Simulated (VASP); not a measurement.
Input:

```xyz
2
Lattice="3.0498 0.0000 0.0000 0.0000 3.0498 0.0000 0.0000 0.0000 3.0498" Properties=species:S:1:pos:R:3 pbc="T T T"
Ti     0.0000     0.0000     0.0000
Co     1.5249     1.5249     1.5249
```

Computed with PBE GGA, VASP's PBE PAW potentials (set 64) (plane waves; VASP). Numerical set-up: 400 eV cut-off, 11×11×11 Γ-centred mesh, first-order Methfessel-Paxton smearing of 0.10 eV, potentials Ti_sv Co.

Q: Predict the energy per atom (σ→0), pressure, band gap (on the k-mesh) with the smallest direct gap where there is one.

A: 
The band gap (on the k-mesh) is none (metal, semimetal or under 0.01 eV) and the energy per atom (σ→0) comes out as -7.772 eV/atom. The pressure comes out as -12.63 GPa.

The compound is TiCo in the CsCl type structure. The cell was not relaxed at this level. The run is not spin-polarised, so no magnetic state was tried. The electron count is odd and the run is not spin-polarised, which forces a metal.
